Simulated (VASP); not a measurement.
Level of theory: PBE GGA, VASP's PBE PAW potentials (set 64) (plane waves; VASP).

VASP ran on this input.

File KPOINTS:
```
Automatic mesh
0
Gamma
6 6 6
0 0 0
```

### POSCAR
```
PbF2
1.0
  0.0000000000   3.0431130000   2.9508720000
  3.0474610000   0.0000000000   2.9508720000
  3.0474610000   3.0431130000   0.0000000000
Pb F
1 2
direct
  0.0000000000   0.0000000000   0.0000000000
  0.2500000000   0.2500000000   0.2500000000
  0.7370490000   0.7629510000   0.7629510000
```

INCAR:
```
SYSTEM = PbF2
PREC = Accurate
ENCUT = 520
EDIFF = 1E-6
NELM = 100
ALGO = Normal
LREAL = .FALSE.
LASPH = .TRUE.
ISMEAR = 0
SIGMA = 0.05
GGA = PE
LMAXMIX = 4
LWAVE = .FALSE.
LCHARG = .FALSE.
ISIF = 2
NBANDS = 16
```

POTCAR, in this order: Pb_d F (PBE.64 set). Program: vasp_std.

What VASP printed:

### OUTCAR
```
 ion  position               nearest neighbor table
   1  0.000  0.000  0.000-   3 2.57   3 2.57   2 2.61   2 2.61   2 2.61   2 2.61   3 2.66   3 2.66
  LATTYP: Found a face centered orthorhombic cell.
 ALAT       =     5.9017440000
 B/A-ratio  =     1.0312588957
 C/A-ratio  =     1.0327323584
 Subroutine PRICEL returns:
 Original cell was already a primitive cell.
 Subroutine GETGRP returns: Found  2 space group operations
The static configuration has the point symmetry C_2 .
The dynamic configuration has the point symmetry C_2 .
 Subroutine INISYM returns: Found  2 space group operations
 Subroutine IBZKPT returns following result:
 Found     68 irreducible k-points:

 Following reciprocal coordinates:
            Coordinates               Weight
  0.000000  0.000000  0.000000      1.000000
  0.166667 -0.000000  0.000000      4.000000
 -0.000000  0.166667  0.000000      4.000000
  0.333333  0.000000 -0.000000      4.000000
  0.000000  0.333333  0.000000      4.000000
  0.500000 -0.000000  0.000000      2.000000
 -0.000000  0.500000  0.000000      2.000000
  0.166667  0.166667  0.000000      2.000000
...
```

### OSZICAR
```
       N       E                     dE             d eps       ncg     rms          rms(c)
DAV:   1     0.296580486328E+03    0.29658E+03   -0.15312E+04  2184   0.196E+03
DAV:   2     0.726074998669E+01   -0.28932E+03   -0.28468E+03  2768   0.479E+02
DAV:   3    -0.157414884050E+02   -0.23002E+02   -0.22650E+02  2376   0.147E+02
DAV:   4    -0.163684002057E+02   -0.62691E+00   -0.62681E+00  2992   0.283E+01
DAV:   5    -0.163849491990E+02   -0.16549E-01   -0.16548E-01  2592   0.387E+00    0.811E+00
DAV:   6    -0.143576926319E+02    0.20273E+01   -0.13392E+01  2936   0.305E+01    0.287E+00
DAV:   7    -0.143444089965E+02    0.13284E-01   -0.51635E-01  2256   0.551E+00    0.157E+00
DAV:   8    -0.143370495285E+02    0.73595E-02   -0.99624E-02  2408   0.417E+00    0.408E-01
DAV:   9    -0.143360397194E+02    0.10098E-02   -0.22515E-02  3072   0.113E+00    0.105E-01
DAV:  10    -0.143371982524E+02   -0.11585E-02   -0.23051E-03  2304   0.568E-01    0.294E-02
DAV:  11    -0.143371778472E+02    0.20405E-04   -0.15097E-04  2856   0.158E-01    0.176E-02
DAV:  12    -0.143371855465E+02   -0.76993E-05   -0.97006E-05  3120   0.114E-01    0.105E-02
DAV:  13    -0.143371848204E+02    0.72608E-06   -0.40349E-05  2640   0.663E-02    0.491E-03
DAV:  14    -0.143371844081E+02    0.41223E-06   -0.32905E-06  2096   0.148E-02
   1 F= -.14337184E+02 E0= -.14337184E+02  d E =-.104657E-10
```

### OUTCAR
```
------------------------ aborting loop because EDIFF is reached ----------------------------------------
  FORCE on cell =-STRESS in cart. coord.  units (eV):
  Direction    XX          YY          ZZ          XY          YZ          ZX
  --------------------------------------------------------------------------------------
  Total       -0.5260417     -0.5206423      0.0429416      0.0000000      0.1446488      0.0000000
  in kB      -15.3990578    -15.2409989      1.2570502      0.0000000      4.2343711      0.0000000
  external PRESSURE =      -9.7943355 kB  Pullay stress =       0.0000000 kB
  volume of cell :       54.73
      direct lattice vectors                 reciprocal lattice vectors
     0.000000000  3.043113000  2.950872000    -0.164071009  0.164305433  0.169441440
     3.047461000  0.000000000  2.950872000     0.164071009 -0.164305433  0.169441440
     3.047461000  3.043113000  0.000000000     0.164071009  0.164305433 -0.169441440
 POSITION                                       TOTAL-FORCE (eV/Angst)
 -----------------------------------------------------------------------------------
      0.00000      0.00000      0.00000         0.031780      0.000000      0.000000
      1.52373      1.52156      1.47544         0.124780      0.000000     -0.000000
      4.65013      4.56467      4.42631        -0.156560     -0.000000     -0.000000
 -----------------------------------------------------------------------------------
    total drift:                                0.000605     -0.000000     -0.000001
  FREE ENERGIE OF THE ION-ELECTRON SYSTEM (eV)
  ---------------------------------------------------
  free  energy   TOTEN  =       -14.3371844081 eV

  energy  without entropy=      -14.3371844081  energy(sigma->0) =      -14.33718441
```
(Selected blocks of OUTCAR.)

The compound is PbF2 in the fluorite structure, the β form. The cell was not relaxed at this level, atoms are displaced from their ideal sites. The run is one of a series of settings (NBANDS = 16 against the base run), some of them coarse on purpose.
